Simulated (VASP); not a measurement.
The system is Fe.

```xyz
1
Lattice="-1.4430 1.4430 1.4430 1.4430 -1.4430 1.4430 1.4430 1.4430 -1.4430" Properties=species:S:1:pos:R:3 pbc="T T T"
Fe    0.0000    0.0000    0.0000
```

- Program: VASP 6.6.1
- Task: relaxation of cell and atoms
- Functional: PBE
- Potentials or basis: VASP PAW PBE potentials, release 64 (Fe)
- Cutoff: 700 eV
- k mesh: 20 × 20 × 20
- Occupations: gaussian, width 0.1 eV
- Spin: collinear spin, ferromagnetic start
- Starting moments: [2.5] μB

At the start: pressure -9.4 GPa; volume 12.02 Å³/atom.

Question: Where does the relaxation end?

Answer: Over 17 steps the energy falls by 20.4 meV/atom and the volume is 11.36 Å³/atom (-5.5 %); space group Im-3m (No. 229, to 0.05 Å); moment 2.20 μB per cell.

The path:
```
step  energy change (eV)  largest force (eV/Å)  pressure (GPa)  volume (Å³)
   1              0.0000                0.0000           -9.39        12.02
   2             -0.0061                0.0000            9.46        10.83
   3             -0.0204                0.0000            0.09        11.35
   4             -0.0204                0.0000           -0.11        11.37
   5             -0.0204                0.0000           -0.08        11.37
   6             -0.0204                0.0000           -0.03        11.36
   7             -0.0204                0.0000           -0.10        11.36
   8             -0.0204                0.0000           -0.10        11.36
   9             -0.0204                0.0000           -0.09        11.36
  10             -0.0204                0.0000           -0.08        11.36
  11             -0.0204                0.0000           -0.06        11.36
  12             -0.0204                0.0000           -0.08        11.36
  13             -0.0204                0.0000           -0.05        11.36
  14             -0.0204                0.0000           -0.04        11.36
  15             -0.0204                0.0000            0.03        11.36
  16             -0.0204                0.0000           -0.04        11.36
  17             -0.0204                0.0000            0.02        11.36
```

Final structure:
```
Fe
1.0
    -1.41608    1.41608    1.41608
     1.41608   -1.41608    1.41608
     1.41608    1.41608   -1.41608
Fe
1
Cartesian
  0.0000 0.0000 0.0000
```
